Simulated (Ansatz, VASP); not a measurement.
# Al3Ga3Ni10 (Al3Ga3Ni10 (Pm)): VASP beside Ansatz, part 2 of 2

Wanted: the spread between two codes on one cell, functional and k mesh. The cell is taken from a series of runs on this material, whose earlier steps may have relaxed, scaled, displaced or heated it; both programs get it as it stands.

VASP 6.6.1 and Ansatz 0.2.0.

So far: The structure; VASP: relaxation of cell and atoms, PBEsol.

## (3) Ansatz: relaxation of cell and atoms, PBEsol

Level of this step: Ansatz beside VASP: Kohn-Sham DFT, plane waves, PBEsol (Ansatz).

Ansatz runs on its default PAW (the set named soft_2) files.

The same cell, functional, mesh and smearing now go to Ansatz.

input.yaml

```yaml
crystal:
  lattice:
    - [4.9774581, 0.0, 0.0]
    - [0.0, 3.6970676, 0.0]
    - [-1.0649496, 0.0, 9.8994636]
  atoms:
    - { symbol: Al, position: [0.27921241, 0.5, 0.35919833] }
    - { symbol: Al, position: [0.27954615, 0.5, 0.86116472] }
    - { symbol: Al, position: [0.72004985, 0.5, 0.13991207] }
    - { symbol: Ga, position: [0.71899523, 0.5, 0.64082317] }
    - { symbol: Ga, position: [0.00055087, 0.0, 0.99978929] }
    - { symbol: Ga, position: [0.0032497, 0.0, 0.498284] }
    - { symbol: Ni, position: [0.77365739, 0.5, 0.38624626] }
    - { symbol: Ni, position: [0.77366591, 0.5, 0.88772299] }
    - { symbol: Ni, position: [0.22646401, 0.5, 0.11308018] }
    - { symbol: Ni, position: [0.22591439, 0.5, 0.6131008] }
    - { symbol: Ni, position: [0.99872696, 0.0, 0.24909365] }
    - { symbol: Ni, position: [0.00047124, 0.0, 0.74982533] }
    - { symbol: Ni, position: [0.5010191, 0.0, 0.00059322] }
    - { symbol: Ni, position: [0.50135924, 0.0, 0.49977842] }
    - { symbol: Ni, position: [0.49918377, 0.0, 0.25008918] }
    - { symbol: Ni, position: [0.49793278, 0.0, 0.7512984] }
basis:
  ecutwfc: 420
  xc_grid: 2
hamiltonian:
  xc: pbesol
kpoints:
  mp_grid: { grid: [8, 10, 4] }
scf:
  occupations: { method: fermi_dirac, width: 0.05 }
  max_iter: 150
output:
  forces: true
  stress: true
relax:
  f_tol: 0.01
  max_steps: 60
  cell: {}
checkpoint:
  write: "../pbesol.run"
  compress: false
  write_wavefunctions: false
  write_every: 100000
```

On the command line:

```
> ansatz run input.yaml --threads 4 --pin off --max-ram 6594MiB --backend cpu --events-out ev --progress --plain --runs-dir out
```

Numbers of over 12 decimals in the logs are rounded to 6 here.

The program printed:

```text
Engine: ansatz 0.2.0, x86_64-unknown-linux-gnu
Pseudopotentials: kind: paw
Pseudopotential: Al, paw, valence charge 3, recommended cutoff 420 eV (normal), Al.paw.azcp
Pseudopotential: Ga, paw, valence charge 13, recommended cutoff 420 eV (normal), Ga.paw.azcp
Pseudopotential: Ni, paw, valence charge 18, recommended cutoff 420 eV (normal), Ni.paw.azcp
Functional definition: PBEsol
  exchange = pbesol_x
  correlation = pbesol_c
Crystal: 16 atoms, lattice volume = 182.170 Å³
Basis set: ecut = 420 eV, 3557 PW (Γ), exchange–correlation on 72×50×144 points (8 copies of the dense FFT grid, shifted against one another)
Bands: 137, of which v1, the nominal top of the filled ones, is band 114 counted from 1 (113 counted from 0)
Symmetry: 2 space group operations
Space group: Pm (ITA 6), of the structure as read, at distance tolerance 5.7e-5 Å
k-points: 108 of 320 (time reversal used)
Non-local potential: Al, projectors of the file, l = 0: 2, l = 1: 2, l = 2: 1
Non-local potential: Ga, projectors of the file, l = 0: 2, l = 1: 2, l = 2: 3, l = 3: 1
Non-local potential: Ni, projectors of the file, l = 0: 3, l = 1: 2, l = 2: 3, l = 3: 1
PAW form: soft (Blöchl's): semilocal exchange-correlation on the pseudo side does not see the compensation charge
PAW frozen core: Al, regenerated for the run's functional, and the local potential with it (the file was generated under x = pbe(κ = 0.804, μ = 0.219515), c = pbe(β = 0.066725))
PAW frozen core: Ga, regenerated for the run's functional, and the local potential with it (the file was generated under x = pbe(κ = 0.804, μ = 0.219515), c = pbe(β = 0.066725))
PAW frozen core: Ni, regenerated for the run's functional, and the local potential with it (the file was generated under x = pbe(κ = 0.804, μ = 0.219515), c = pbe(β = 0.066725))
PAW one-centre angular grid: Al, 110 points (default); XC on 64 Gauss nodes
PAW one-centre angular grid: Ga, 590 points (default); XC on 64 Gauss nodes
PAW one-centre angular grid: Ni, 590 points (default); XC on 64 Gauss nodes
Initial density: superposition of atomic densities (neutral atoms: chi_scale 0, normalization atom), corrected by the library's trained network
Initial wavefunctions: pseudopotential atomic-orbital guess
Functional: x = pbesol(κ = 0.804, μ = 0.123457), c = pbesol(β = 0.046)
SCF iter   1: F=—  HF=-70861.169965 eV  |F-HF|=—  |Δ(HF+E_count)|=         —  Δρ=2.56e-2  dr2=7.38e-1  ethr=1.77e-3  ⟨swp⟩=5.9  Hψ=53868  notcnv=0  defer=85
preconditioner: auto → Kerker (q_TF=auto, 2.832 Å⁻¹)  [metal: Δε(μ)=0.001 eV  Ē_g=9.712 eV  σ=0.050 eV  W_gap=0.01  n_scr=70 (ndim 8)  ℏωp=33.5 eV  f_vac=0.000  D(μ)=7.37/eV (n_scr^D=62)]
SCF iter   2: F=—  HF=-70861.076644 eV  |F-HF|=—  |Δ(HF+E_count)|=   9.33e-2  Δρ=6.75e-3  dr2=6.94e-2  ethr=3.24e-4  ⟨swp⟩=2.5  Hψ=24013  notcnv=0  defer=1309
SCF iter   3: F=—  HF=-70861.067836 eV  |F-HF|=—  |Δ(HF+E_count)|=   8.81e-3  Δρ=2.01e-3  dr2=8.80e-3  ethr=3.04e-5  ⟨swp⟩=1.2  Hψ=13625  notcnv=0  defer=1309
SCF iter   4: F=—  HF=-70861.066342 eV  |F-HF|=—  |Δ(HF+E_count)|=   1.49e-3  Δρ=4.63e-4  dr2=5.76e-4  ethr=3.86e-6  ⟨swp⟩=2.0  Hψ=21829  notcnv=0  defer=1309
SCF iter   5: F=—  HF=-70861.066312 eV  |F-HF|=—  |Δ(HF+E_count)|=   3.02e-5  Δρ=3.04e-4  dr2=1.67e-4  ethr=2.53e-7  ⟨swp⟩=2.0  Hψ=22765  notcnv=0  defer=1309
SCF iter   6: F=—  HF=-70861.066241 eV  |F-HF|=—  |Δ(HF+E_count)|=   7.18e-5  Δρ=9.61e-5  dr2=2.65e-5  ethr=7.33e-8  ⟨swp⟩=2.1  Hψ=19339  notcnv=0  defer=1309
SCF iter   7: F=—  HF=-70861.066441 eV  |F-HF|=—  |Δ(HF+E_count)|=   2.01e-4  Δρ=5.10e-5  dr2=6.22e-6  ethr=1.16e-8  ⟨swp⟩=2.0  Hψ=21072  notcnv=0  defer=1309
SCF iter   8: F=—  HF=-70861.066441 eV  |F-HF|=—  |Δ(HF+E_count)|=   7.27e-7  Δρ=1.59e-5  dr2=6.13e-7  ethr=2.73e-9  ⟨swp⟩=2.1  Hψ=20850  notcnv=0  defer=1309
SCF iter   9: F=-70861.066440 eV  HF=-70861.066441 eV  |F-HF|=1.25e-7  |Δ(HF+E_count)|=   4.83e-8  Δρ=5.57e-6  dr2=9.60e-8  ethr=4.39e-11  ⟨swp⟩=5.0  Hψ=53447  notcnv=0
SCF 1 converged in 9 iterations: F = -70861.066440 eV  dr2 = 9.60e-8
  greatest PAW one-centre occupation: 1.001 electrons in one spin orbital (limit 2), on the Ni atom at site 13 (counted from 0), in its partial waves of l = 1
relax step   1: F+E_penalty+E_count = -70861.06644046 eV  Δ(F+E_penalty+E_count) = +0.000e0 eV  max|allowed force component| = 2.823e-2 eV/Å  Δτ_max = 0.0000 Å  P = -0.539 GPa  Ω = 182.170 Å³  (9 SCF iters, dr2 threshold 1.00e-7 eV, accepted)
[...]
relax step   2: F+E_penalty+E_count = -70861.06751395 eV  Δ(F+E_penalty+E_count) = -1.073e-3 eV  max|allowed force component| = 1.734e-2 eV/Å  Δτ_max = 0.0018 Å  P = -0.229 GPa  Ω = 181.873 Å³  energy of the carried Pulay correction = +1.158e-4 eV  (6 SCF iters, dr2 threshold 9.67e-7 eV, accepted)
[...]
relax step   3: F+E_penalty+E_count = -70861.06793181 eV  Δ(F+E_penalty+E_count) = -4.179e-4 eV  max|allowed force component| = 3.958e-3 eV/Å  Δτ_max = 0.0029 Å  P = +0.021 GPa  Ω = 181.641 Å³  energy of the carried Pulay correction = +2.063e-4 eV  (6 SCF iters, dr2 threshold 1.95e-7 eV, accepted)
[...]
relax step   4: F+E_penalty+E_count = -70861.06773499 eV  Δ(F+E_penalty+E_count) = +1.968e-4 eV  max|allowed force component| = 3.953e-3 eV/Å  Δτ_max = 0.0000 Å  P = +0.021 GPa  Ω = 181.641 Å³  stress off target by 2.81e-2 GPa  SCF on the basis re-selected at this cell (its energy is not comparable with the rows above)  (6 SCF iters)
basis re-selected at this cell: Δ(F+E_penalty+E_count) = +1.968e-4 eV, ΔP = +0.000 GPa vs the last step (what re-selecting the basis moved, of the pressure what is left beyond the Pulay correction that the steps carried, after the strain that the cell walked since its last selection, with what the two solves' SCF thresholds leave and, on support functions, any second-order correction that the steps lacked; it is no m [...]
SCF converged after 6 iterations
Free energy (F): -70861.067735 eV
Harris-Foulkes:  -70861.067735 eV  (|F-HF|=1.46e-10)
Internal energy: -70861.005687 eV  (E = F + TS)
E sigma→0 (E₀):  -70861.036711 eV
Entropy (-TS):   -0.062048 eV (-3.878 meV/atom)
Fermi energy:    16.374924 eV
--- Per-component energies (eV) ---
  E_band       = -2932.587278
  E_kinetic    = 3286.411052
  E_local      = -44428.124437  (includes V_loc(G=0)·N_el)
  E_nonlocal   = 7689.310049
  E_hartree    = 19205.861741
  E_xc         = -1183.418823
  E_vxc        = -1374.677974  (∫ρ·V_xc dr)
  E_paw        = -23182.301682  (= ΣΔE_a)
  E_vpaw       = -6517.233525  (= ΣTr[D̂ρ^β])
  E_aug_tail   = 0.004518  (compensation charges beyond the density's cutoff)
  E_ewald      = -32253.367344
  E_core_change = 4.619239  (= ΣΔE_core)
  E_smearing   = -0.062048  (= −TS)
  E_closure    = 0.000000  (closes the sum)
  Σ components = -70861.067735   (vs F -70861.067735, Δ=0.00e0)
--- Forces (eV/Å), atoms counted from 1 ---
  atom   1  Al     0.00373547     0.00000000    -0.00259215
  atom   2  Al     0.00264667     0.00000000    -0.00061002
  atom   3  Al    -0.00395338    -0.00000000     0.00265524
  atom   4  Ga    -0.00241396    -0.00000000     0.00143749
  atom   5  Ga    -0.00178520     0.00000000     0.00116393
  atom   6  Ga     0.00037646     0.00000000     0.00028976
  atom   7  Ni     0.00319678     0.00000000     0.00283206
  atom   8  Ni     0.00219018     0.00000000     0.00095676
  atom   9  Ni    -0.00278784    -0.00000000    -0.00262858
  atom  10  Ni    -0.00216238    -0.00000000    -0.00179230
  atom  11  Ni     0.00317770     0.00000000     0.00140212
  atom  12  Ni    -0.00249753    -0.00000000    -0.00087340
  atom  13  Ni    -0.00186746    -0.00000000    -0.00079871
  atom  14  Ni     0.00030907    -0.00000000    -0.00025967
  atom  15  Ni     0.00147019    -0.00000000    -0.00188012
  atom  16  Ni     0.00036487    -0.00000000     0.00069804
  max |Σ_I F_I| component: 4.53e-7 eV/Å
--- Stress (GPa, compression-positive) ---
        0.022548       0.000000       0.006017
        0.000000       0.019027       0.000000
        0.006017       0.000000       0.021620
  P = ⅓ Tr σ = 0.0211 GPa (0.211 kbar)
--- Relaxed structure (3 steps of the walk, 3 accepted, 1 SCFs on fresh bases) ---
  F+E_penalty+E_count = -70861.06773499 eV   max|allowed force component| = 3.953e-3 eV/Å   (the final SCF, on the basis selected at the relaxed cell)
  cell:  # Å, volume = 181.6407 Å³
    - [4.973674, 0.0, 0.0016079]
    - [0.0, 3.692207, 0.0]
    - [-1.060942, 0.0, 9.890878]
  atoms:
    - { symbol: Al, position: [0.280025, 0.500000, 0.359260] }
    - { symbol: Al, position: [0.279530, 0.500000, 0.860917] }
    - { symbol: Al, position: [0.719732, 0.500000, 0.140092] }
    - { symbol: Ga, position: [0.718748, 0.500000, 0.640737] }
    - { symbol: Ga, position: [0.000189189, 0.0, 0.999745] }
    - { symbol: Ga, position: [0.0032356, 0.0, 0.498545] }
    - { symbol: Ni, position: [0.774321, 0.500000, 0.386611] }
    - { symbol: Ni, position: [0.773663, 0.500000, 0.887591] }
    - { symbol: Ni, position: [0.226018, 0.500000, 0.112952] }
    - { symbol: Ni, position: [0.225629, 0.500000, 0.613002] }
    - { symbol: Ni, position: [0.999303, 0.0, 0.249288] }
    - { symbol: Ni, position: [-0.000123152, 0.0, 0.749625] }
    - { symbol: Ni, position: [0.500639, 0.0, 0.000534115] }
    - { symbol: Ni, position: [0.501605, 0.0, 0.499862] }
    - { symbol: Ni, position: [0.499582, 0.0, 0.250169] }
    - { symbol: Ni, position: [0.497903, 0.0, 0.751070] }
```

In the SCF lines HF is the Harris–Foulkes energy and dr2 the Hartree energy of the density residual, in eV; the loop may stop once dr2 is under the threshold and the program's other checks hold. Hψ counts applications of the Hamiltonian.

## (4) Differences

Known differences besides the potentials themselves: the data sets hold 228 valence electrons in Ansatz (on its default PAW (the set named soft_2) files) and 148 in VASP; the cutoff is 420 eV in Ansatz and 600 eV in VASP; Ansatz makes its cores anew for this functional, VASP keeps those of its PBE data sets; Ansatz adds a Pulay correction to the stress that steers its cell, VASP none. Total energies have different zeros and are not compared.

Compared:

```csv
quantity,Ansatz,VASP,difference
volume (Å³),181.64,181.77,-0.07 %
"edge a after relaxation, in the typed setting (Å)",4.974,4.973,+0.01 %
"edge b after relaxation, in the typed setting (Å)",3.692,3.696,-0.11 %
"edge c after relaxation, in the typed setting (Å)",9.948,9.946,+0.02 %
```

## (5) What came out

- difference in edge b after relaxation, in the typed setting (relaxation of cell and atoms, PBEsol): -0.11 %

In words: The difference in edge b after relaxation, in the typed setting is -0.11 % (relaxation of cell and atoms, PBEsol), within the 1.2 % picked in this series as the mark of a large difference, as far as the stopping tolerances let one tell. The data sets hold unlike numbers of valence electrons (228 in Ansatz and 148 in VASP), so part of the differences may come from the potentials. How closely two codes agree says nothing of how well the functional describes the real material.

[Lines on the potential files, build, host, timing and source positions are cut from VASP's logs without a mark.]

[Logs are printed without paths, hosts, clocks, repeated set-up lines and the standing remarks that a program may print on its own settings, such as how far it seeks lower states.]

[Hosts, paths, dates, database ids (printed as entryN), source tags and the programs' standing remarks are cut or masked in the printed files.]
